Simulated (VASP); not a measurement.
```
CELL_PARAMETERS angstrom
      2.87029     0.00000     0.00000
      0.00000     2.87029     0.00000
      0.00000     0.00000     4.11855
ATOMIC_POSITIONS crystal
  Ta 0.50000 0.50000 0.50000
  Au 0.00000 0.00000 0.00000
```

All values below come from PBEsol GGA, VASP's PBE PAW potentials (set 64) (plane waves; VASP 6.6.1). Run with 400 eV cut-off, Gaussian smearing of 0.050 eV, potentials Ta_pv Au.

Problem. Give the energies of bands 4 to 14 at the high-symmetry points, in eV from the Fermi level.

Solution. 
```tsv
band	Γ	X	M	Z	R	A
4	-10.04	-6.79	-7.57	-8.06	-7.51	-6.82
5	-7.22	-6.05	-6.83	-6.78	-7.36	-5.91
6	-7.04	-5.53	-6.83	-6.49	-5.30	-5.91
7	-4.73	-4.75	-6.75	-4.89	-4.98	-4.38
8	-4.73	-4.71	-2.45	-4.40	-4.58	-3.90
9	-3.58	-4.20	-1.00	-4.40	-1.58	-2.56
10	-1.79	-2.50	1.41	-3.54	-1.34	-2.56
11	-0.70	-1.71	1.41	-2.45	-1.22	-2.45
12	1.24	-0.76	2.21	-0.10	-0.16	1.74
13	3.72	1.49	2.21	1.97	2.58	3.70
14	3.72	3.02	2.88	1.97	3.23	6.97
```

It has no gap at this level: it comes out as a metal or semimetal.

The structure comes from a computed database's TaAu entry (P4/mmm); how it stands against other phases isn't given here. It was relaxed first.
